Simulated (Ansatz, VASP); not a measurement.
# AlN in two plane-wave programs

Aim: how closely do two programs agree when they are given the same cell, functional and k mesh? The cell is taken from a series of runs on this material, whose earlier steps may have relaxed, scaled, displaced or heated it; both programs get it as it stands.

Calculated with Ansatz 0.2.0; plane waves, with VASP 6.6.1 beside it; dielectric response at PBE.

### 1. Set-up

The structure is cubic, space group F-43m (No. 216). Conventional cell: a = 4.368 Å, b = 4.368 Å, c = 4.368 Å, α = 90.00°, β = 90.00°, γ = 90.00°. Al has 4 N at 1.89 Å nearest. Nearest to N lie 4 Al at 1.89 Å. Farther neighbours and most contacts between anions are not listed.

### 2. VASP: dielectric response, PBE

The response to a field tests empty states and converges slowly with the mesh.

Lines of VASP's logs that name or quote its potential files are left out, and so is its time.

The input, INCAR:

```
SYSTEM = AlN
PREC = Accurate
ENCUT = 520
EDIFF = 1E-08
NELM = 120
ISMEAR = 0
SIGMA = 0.01
LREAL = .FALSE.
ALGO = Normal
GGA = PE
NBANDS = 10
LORBIT = 11
LWAVE = .FALSE.
LCHARG = .FALSE.
ISIF = 2
LEPSILON = .TRUE.
LASPH = .TRUE.
GGA_COMPAT = .FALSE.
EFERMI = MIDGAP
```

The input, POSCAR:

```
AlN
1.0
    0.0000000000      2.1839935596      2.1839935596
    2.1839935596      0.0000000000      2.1839935596
    2.1839935596      2.1839935596      0.0000000000
Al N
1 1
Direct
    0.0000000000      0.0000000000      0.0000000000
    0.2500000000      0.2500000000      0.2500000000
```

The input, KPOINTS:

```
Automatic mesh
0
Gamma
9 9 9
0 0 0
```

PAW data sets: Al and N (PBE family, release 64).

The run is started by

```console
mpirun -np 1 vasp_std
```

Numbers of over 12 decimals in the logs are rounded to 6 here.

Log:

```text
[banner, memory and clock lines left out]
running    1 mpi-ranks, on    1 nodes
 distrk:  each k-point on    1 cores,    1 groups
 distr:  one band on    1 cores,    1 groups

 POSCAR found type information on POSCAR AlN
 POSCAR found :  2 types and       2 ions
 LDA part: xc-table for (Slater+PW92), standard interpolation
 POSCAR, INCAR and KPOINTS ok, starting setup
 FFT: planning ... GRIDC
 FFT: planning ... GRID_SOFT
 FFT: planning ... GRID
 WAVECAR not read
 entering main loop
       N       E                     dE             d eps       ncg     rms          rms(c)
DAV:   1     0.117083310335E+02    0.11708E+02   -0.38844E+03   716   0.659E+02
DAV:   2    -0.162635994427E+02   -0.27972E+02   -0.26922E+02   876   0.142E+02
DAV:   3    -0.172163376765E+02   -0.95274E+00   -0.95146E+00   850   0.258E+01
DAV:   4    -0.172209041626E+02   -0.45665E-02   -0.45663E-02   796   0.194E+00
DAV:   5    -0.172209568289E+02   -0.52666E-04   -0.52666E-04   798   0.203E-01    0.862E+00
DAV:   6    -0.148529198928E+02    0.23680E+01   -0.12351E+01   774   0.190E+01    0.287E+00
DAV:   7    -0.148467413095E+02    0.61786E-02   -0.14393E-01   754   0.325E+00    0.203E+00
DAV:   8    -0.148412430688E+02    0.54982E-02   -0.23690E-02   724   0.165E+00    0.511E-01
DAV:   9    -0.148403563677E+02    0.88670E-03   -0.24070E-03   804   0.320E-01    0.222E-01
DAV:  10    -0.148404253527E+02   -0.68985E-04   -0.36749E-04   756   0.131E-01    0.159E-02
DAV:  11    -0.148404316004E+02   -0.62477E-05   -0.11130E-05   802   0.249E-02    0.131E-02
DAV:  12    -0.148404316406E+02   -0.40190E-07   -0.57659E-07   770   0.638E-03    0.117E-03
DAV:  13    -0.148404316463E+02   -0.56965E-08   -0.52264E-08   796   0.126E-03
   1 F= -.14840432E+02 E0= -.14840432E+02  d E =0.000000E+00
 Linear response reoptimize wavefunctions to high precision
DAV:   1    -0.148404316510E+02   -0.47327E-08   -0.24091E-09   758   0.451E-04
DAV:   2    -0.148404316511E+02   -0.30695E-10   -0.30749E-11   400   0.467E-05
 Linear response G [H, r] |phi>, progress :
  Direction:   1
       N       E                     dE             d eps       ncg     rms
RMM:   1    -0.357685122741E+02   -0.35769E+02   -0.62906E+00  1690   0.504E+01
RMM:   2    -0.312503461989E+02    0.45182E+01   -0.12136E+00  1141   0.992E+00
RMM:   3    -0.312642723128E+02   -0.13926E-01   -0.71299E-03  1150   0.101E+00
RMM:   4    -0.312652148962E+02   -0.94258E-03   -0.13700E-05  1201   0.136E-01
RMM:   5    -0.312652458790E+02   -0.30983E-04   -0.72490E-05  1222   0.191E-02
RMM:   6    -0.312652475732E+02   -0.16941E-05   -0.82866E-05  1250   0.310E-03
RMM:   7    -0.312652479632E+02   -0.39005E-06   -0.86439E-05  1269   0.605E-04
RMM:   8    -0.312652479169E+02    0.46353E-07   -0.83620E-05  1158   0.240E-04
RMM:   9    -0.312652480247E+02   -0.10780E-06   -0.84514E-05   947   0.195E-04
RMM:  10    -0.312652479166E+02    0.10807E-06   -0.73609E-05   850   0.195E-04
RMM:  11    -0.312652480022E+02   -0.85605E-07   -0.82805E-05   747   0.196E-04
RMM:  12    -0.312652482227E+02   -0.22046E-06   -0.89988E-05   618   0.196E-04
 Linear response G [H, r] |phi>, progress :
  Direction:   2
       N       E                     dE             d eps       ncg     rms
RMM:   1    -0.328984413575E+02   -0.32898E+02    0.28129E+00  1689   0.490E+01
RMM:   2    -0.310849700136E+02    0.18135E+01   -0.99159E-01  1124   0.926E+00
RMM:   3    -0.311036115081E+02   -0.18641E-01   -0.45304E-03  1151   0.949E-01
RMM:   4    -0.311046005413E+02   -0.98903E-03    0.16976E-04  1192   0.132E-01
RMM:   5    -0.311046319529E+02   -0.31412E-04    0.84450E-05  1225   0.184E-02
RMM:   6    -0.311046326291E+02   -0.67624E-06    0.83705E-05  1264   0.300E-03
RMM:   7    -0.311046337913E+02   -0.11621E-05    0.72238E-05  1277   0.560E-04
RMM:   8    -0.311046338840E+02   -0.92711E-07    0.71593E-05  1169   0.214E-04
RMM:   9    -0.311046338713E+02    0.12711E-07    0.71226E-05   945   0.173E-04
RMM:  10    -0.311046339181E+02   -0.46816E-07    0.86508E-05   857   0.173E-04
RMM:  11    -0.311046339158E+02    0.22555E-08    0.11235E-04   735   0.174E-04
RMM:  12    -0.311046336685E+02    0.24727E-06    0.95029E-05   617   0.174E-04
 Linear response G [H, r] |phi>, progress :
  Direction:   3
       N       E                     dE             d eps       ncg     rms
RMM:   1    -0.272578837972E+02   -0.27258E+02    0.78628E+01  1591   0.498E+01
RMM:   2    -0.251051248748E+02    0.21528E+01   -0.11908E+00  1121   0.907E+00
RMM:   3    -0.251140707343E+02   -0.89459E-02   -0.13283E-02  1148   0.913E-01
RMM:   4    -0.251142964713E+02   -0.22574E-03   -0.20060E-04  1189   0.123E-01
RMM:   5    -0.251142993078E+02   -0.28365E-05   -0.49843E-06  1209   0.174E-02
RMM:   6    -0.251142994107E+02   -0.10286E-06   -0.22596E-07  1236   0.290E-03
RMM:   7    -0.251142994088E+02    0.19085E-08   -0.12870E-07  1202   0.585E-04
RMM:   8    -0.251142994088E+02   -0.64716E-10   -0.71871E-07  1096   0.232E-04
RMM:   9    -0.251142994509E+02   -0.42107E-07   -0.17265E-07   892   0.187E-04
RMM:  10    -0.251142994513E+02   -0.35715E-09   -0.64370E-07   780   0.186E-04
RMM:  11    -0.251142994513E+02    0.36660E-10   -0.17417E-06   692   0.187E-04
RMM:  12    -0.251142994514E+02   -0.13405E-09   -0.25078E-06   588   0.187E-04
 Linear response to external field (no local field effect), progress :
  Direction:   1
       N       E                     dE             d eps       ncg     rms          rms(c)
RMM:   1    -0.249044016206E+00   -0.24904E+00   -0.93493E-01  1564   0.236E+00
RMM:   2    -0.255404118288E+00   -0.63601E-02   -0.21027E-03  1140   0.322E-01
RMM:   3    -0.255426253229E+00   -0.22135E-04   -0.30282E-05  1160   0.342E-02
RMM:   4    -0.255426791782E+00   -0.53855E-06   -0.51307E-07  1195   0.467E-03
RMM:   5    -0.255426801824E+00   -0.10042E-07   -0.89650E-09  1173   0.758E-04
RMM:   6    -0.255426802710E+00   -0.88560E-09    0.30189E-10  1027   0.127E-04
 change of polarisation eV/A/(eV/A) component  1 :     0.511     0.197     0.038
 dielectric tensor                  component  1 :     5.437     1.713     0.330
 Linear response to external field (no local field effect), progress :
  Direction:   2
       N       E                     dE             d eps       ncg     rms          rms(c)
RMM:   1    -0.237309171048E+00   -0.23731E+00   -0.88181E-01  1568   0.224E+00
RMM:   2    -0.243500643171E+00   -0.61915E-02   -0.21544E-03  1130   0.322E-01
RMM:   3    -0.243523204803E+00   -0.22562E-04   -0.31135E-05  1155   0.343E-02
RMM:   4    -0.243523763731E+00   -0.55893E-06   -0.53097E-07  1178   0.466E-03
RMM:   5    -0.243523773456E+00   -0.97250E-08   -0.10114E-08  1175   0.767E-04
 change of polarisation eV/A/(eV/A) component  2 :     0.197     0.487    -0.037
 dielectric tensor                  component  2 :     1.713     5.230    -0.317
 Linear response to external field (no local field effect), progress :
  Direction:   3
       N       E                     dE             d eps       ncg     rms          rms(c)
RMM:   1    -0.141445039122E+00   -0.14145E+00   -0.41571E-01  1532   0.190E+00
RMM:   2    -0.144471833969E+00   -0.30268E-02   -0.11286E-03  1126   0.242E-01
RMM:   3    -0.144482978685E+00   -0.11145E-04   -0.14879E-05  1134   0.239E-02
RMM:   4    -0.144483213789E+00   -0.23510E-06   -0.26979E-07  1173   0.323E-03
RMM:   5    -0.144483217063E+00   -0.32733E-08   -0.83374E-09  1157   0.514E-04
 change of polarisation eV/A/(eV/A) component  3 :     0.038    -0.037     0.289
 dielectric tensor                  component  3 :     0.331    -0.317     3.510
 Linear response to external field, progress :
  Direction:   1
       N       E                     dE             d eps       ncg     rms          rms(c)
RMM:   1    -0.209302257999E+00   -0.20930E+00   -0.74451E-01  5581   0.216E+00
RMM:   2    -0.214458972333E+00   -0.51567E-02   -0.17931E-03  4024   0.295E-01    0.683E-01
RMM:   3    -0.211407629124E+00    0.30513E-02   -0.29297E-03  3915   0.368E-01    0.416E-01
RMM:   4    -0.224396233363E+00   -0.12989E-01   -0.46709E-03  4055   0.476E-01    0.641E-02
RMM:   5    -0.226793137451E+00   -0.23969E-02   -0.90105E-05  4094   0.771E-02    0.106E-02
RMM:   6    -0.226941479945E+00   -0.14834E-03   -0.12525E-06  4257   0.951E-03    0.467E-03
RMM:   7    -0.227068710885E+00   -0.12723E-03   -0.52789E-07  4142   0.620E-03    0.337E-04
RMM:   8    -0.227068801406E+00   -0.90521E-07   -0.35069E-09  4418   0.435E-04    0.114E-04
RMM:   9    -0.227069239758E+00   -0.43835E-06   -0.14270E-09  3875   0.251E-04    0.154E-05
RMM:  10    -0.227069259000E+00   -0.19243E-07   -0.15820E-10  2694   0.338E-05    0.466E-06
 change of polarisation eV/A/(eV/A) component  1 :     0.412     0.082     0.047
 dielectric tensor                  component  1 :     4.581     0.715     0.405
 Linear response to external field, progress :
  Direction:   2
       N       E                     dE             d eps       ncg     rms          rms(c)
RMM:   1    -0.209298143438E+00   -0.20930E+00   -0.74447E-01  5581   0.216E+00
RMM:   2    -0.214458932789E+00   -0.51608E-02   -0.17952E-03  4020   0.295E-01    0.683E-01
RMM:   3    -0.211408088045E+00    0.30508E-02   -0.29289E-03  3911   0.368E-01    0.416E-01
RMM:   4    -0.224396379421E+00   -0.12988E-01   -0.46701E-03  4054   0.476E-01    0.641E-02
RMM:   5    -0.226793111382E+00   -0.23967E-02   -0.90443E-05  4095   0.771E-02    0.106E-02
RMM:   6    -0.226941351855E+00   -0.14824E-03   -0.13150E-06  4260   0.950E-03    0.468E-03
RMM:   7    -0.227068764026E+00   -0.12741E-03   -0.54657E-07  4142   0.621E-03    0.338E-04
RMM:   8    -0.227068817532E+00   -0.53506E-07   -0.69104E-09  4425   0.434E-04    0.115E-04
RMM:   9    -0.227069267931E+00   -0.45040E-06   -0.21998E-09  3859   0.253E-04    0.149E-05
RMM:  10    -0.227069287877E+00   -0.19946E-07   -0.13731E-10  2687   0.336E-05    0.470E-06
 change of polarisation eV/A/(eV/A) component  2 :     0.070     0.412     0.047
 dielectric tensor                  component  2 :     0.605     4.581     0.408
 Linear response to external field, progress :
  Direction:   3
       N       E                     dE             d eps       ncg     rms          rms(c)
RMM:   1    -0.209260964656E+00   -0.20926E+00   -0.74410E-01  5582   0.216E+00
RMM:   2    -0.214458981488E+00   -0.51980E-02   -0.17971E-03  4024   0.295E-01    0.683E-01
RMM:   3    -0.211407624453E+00    0.30514E-02   -0.29298E-03  3911   0.368E-01    0.416E-01
RMM:   4    -0.224396237791E+00   -0.12989E-01   -0.46711E-03  4055   0.476E-01    0.641E-02
RMM:   5    -0.226793008890E+00   -0.23968E-02   -0.90105E-05  4095   0.771E-02    0.106E-02
RMM:   6    -0.226941358504E+00   -0.14835E-03   -0.12517E-06  4257   0.950E-03    0.468E-03
RMM:   7    -0.227068758985E+00   -0.12740E-03   -0.53031E-07  4142   0.621E-03    0.338E-04
RMM:   8    -0.227068813606E+00   -0.54621E-07   -0.36102E-09  4415   0.434E-04    0.115E-04
RMM:   9    -0.227069262918E+00   -0.44931E-06   -0.11864E-09  3860   0.252E-04    0.151E-05
RMM:  10    -0.227069284123E+00   -0.21205E-07   -0.17192E-10  2709   0.333E-05    0.470E-06
 change of polarisation eV/A/(eV/A) component  3 :     0.053     0.075     0.412
 dielectric tensor                  component  3 :     0.464     0.656     4.581
 Born effective charges drift removed
```

OUTCAR, selected parts (step 2):

```text
ion  position               nearest neighbor table
   1  0.000  0.000  0.000-   2 1.89   2 1.89   2 1.89   2 1.89
   2  0.250  0.250  0.250-   1 1.89   1 1.89   1 1.89   1 1.89

  LATTYP: Found a face centered cubic cell.
 ALAT       =     4.3679871192

 Subroutine GETGRP returns: Found 24 space group operations
 (whereof 24 operations were pure point group operations)

The static configuration has the point symmetry T_d .

 Found     35 irreducible k-points:

   k-points           NKPTS =     35   k-points in BZ     NKDIM =     35   number of bands    NBANDS=     10

   dimension x,y,z NGX =    24 NGY =   24 NGZ =   24
   dimension x,y,z NGXF=    48 NGYF=   48 NGZF=   48

   ENCUT  =  520.0 eV  38.22 Ry    6.18 a.u.   5.74  5.74  5.74*2*pi/ulx,y,z

   NELECT =       8.0000    total number of electrons

 k-points in reciprocal lattice and weights: Automatic mesh
   0.00000000  0.00000000  0.00000000       0.001
   0.11111111  0.00000000  0.00000000       0.011
   0.22222222  0.00000000  0.00000000       0.011
   0.33333333  0.00000000  0.00000000       0.011
   0.44444444  0.00000000  0.00000000       0.011
   0.11111111  0.11111111  0.00000000       0.008
   0.22222222  0.11111111  0.00000000       0.033
   0.33333333  0.11111111  0.00000000       0.033
   0.44444444  0.11111111  0.00000000       0.033
[...]
-0.33333333  0.44444444  0.11111111       0.033
  -0.33333333  0.44444444  0.22222222       0.033

 average (electrostatic) potential at core
       1 -71.6198       2 -59.9309

  Total        0.5982511      0.5982511      0.5982511      0.0000000     -0.0000000      0.0000000
  in kB       46.0055331     46.0055331     46.0055331      0.0000000     -0.0000000      0.0000000
  external PRESSURE =      46.0055331 kB  Pullay stress =       0.0000000 kB

  energy-cutoff  :      520.00
  volume of cell :       20.83
      direct lattice vectors                 reciprocal lattice vectors
     0.000000000  2.183993560  2.183993560    -0.228938404  0.228938404  0.228938404
     2.183993560  0.000000000  2.183993560     0.228938404 -0.228938404  0.228938404
     2.183993560  2.183993560  0.000000000     0.228938404  0.228938404 -0.228938404

 POSITION                                       TOTAL-FORCE (eV/Angst)
 -----------------------------------------------------------------------------------
      0.00000      0.00000      0.00000        -0.000000     -0.000000     -0.000000
      1.09200      1.09200      1.09200         0.000000      0.000000      0.000000
 -----------------------------------------------------------------------------------
    total drift:                                0.000000      0.000000      0.000000

 MACROSCOPIC STATIC DIELECTRIC TENSOR (including local field effects in DFT)
 ------------------------------------------------------
           4.580824     0.000000     0.000000
           0.000000     4.580824     0.000000
           0.000000     0.000000     4.580824
 ------------------------------------------------------

 PIEZOELECTRIC TENSOR (including local field effects)  for field in x, y, z        (C/m^2)
          XX          YY          ZZ          XY          YZ          ZX
  --------------------------------------------------------------------------------
  x     0.00000     0.00000    -0.00000     0.00000    -0.62086     0.00000
  y    -0.00000     0.00000    -0.00000     0.00000     0.00000    -0.62086
  z     0.00000    -0.00000    -0.00000    -0.62086     0.00000     0.00000

 BORN EFFECTIVE CHARGES (including local field effects) (in |e|, cummulative output)
 ---------------------------------------------------------------------------------
 ion    1
    1     2.53405     0.00000     0.00000
    2    -0.00000     2.53405     0.00000
    3    -0.00000    -0.00000     2.53405
 ion    2
    1    -2.53405     0.00000     0.00000
    2     0.00000    -2.53405     0.00000
    3     0.00000     0.00000    -2.53405
```

(Part 1 of 2 ends here.)

[Lines on the potential files, build, host, timing and source positions are cut from VASP's logs without a mark.]

[Logs are printed without paths, hosts, clocks, repeated set-up lines and the standing remarks that a program may print on its own settings, such as how far it seeks lower states.]

[Hosts, paths, dates, database ids (printed as entryN), source tags and the programs' standing remarks are cut or masked in the printed files.]
